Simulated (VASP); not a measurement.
Here is the system:

```yaml
crystal:
  lattice:
    - [-1.41946, 1.41946, 1.41946]
    - [1.41946, -1.41946, 1.41946]
    - [1.41946, 1.41946, -1.41946]
  atoms:
    - { symbol: Fe, position: [0.00000, 0.00000, 0.00000], spin: 2.1 }
```

Computed with AM05 GGA, VASP's PBE PAW potentials (set 64) (plane waves; VASP 6.6.1). Numerical set-up: 520 eV cut-off, 18×18×18 Γ-centred mesh, first-order Methfessel-Paxton smearing of 0.10 eV, potentials Fe.

**Question.** Give the stress tensor in GPa (positive for a compressed cell).

**Answer.** 
```
-11.49    0.00    0.00
  0.00  -11.49    0.00
  0.00    0.00  -11.49
```
The pressure is its mean diagonal, -11.49 GPa.

The compound is Fe in the bcc structure. This cell is one point of a volume scan, at 1.06 of the reference volume.
